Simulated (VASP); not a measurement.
Here is the system:

```yaml
crystal:
  lattice:
    - [2.28782, -3.96262, 0.00000]
    - [2.28782, 3.96262, 0.00000]
    - [0.00000, 0.00000, 7.20644]
  atoms:
    - { symbol: Mg, position: [0.00000, 0.00000, 0.00000] }
    - { symbol: Mg, position: [0.33333, 0.66667, 0.63349] }
    - { symbol: Mg, position: [0.66667, 0.33333, 0.36651] }
    - { symbol: Sb, position: [0.33333, 0.66667, 0.22488] }
    - { symbol: Sb, position: [0.66667, 0.33333, 0.77512] }
```

Level of theory: revTPSS meta-GGA, VASP's PBE PAW potentials (set 64) (plane waves; VASP 6.6.1). Run with 520 eV cut-off, 6×6×4 Γ-centred mesh, tetrahedra with Blöchl corrections, potentials Mg Sb.

Unless said otherwise, spin-orbit coupling is left out, though it shifts the bands of the heavy elements here.

### Question
Predict the energy per atom (σ→0), band gap (over mesh and band path) with the smallest direct gap where there is one.

### Answer

```yaml
band gap (over mesh and band path): 0.24 eV
smallest direct gap (over mesh and band path): 1.28 eV
energy per atom (σ→0): 3.600 eV/atom
```

Only differences to runs with the same potentials and settings are physical.

The compound is Mg3Sb2 in the a-la2o3 structure. It was relaxed first.
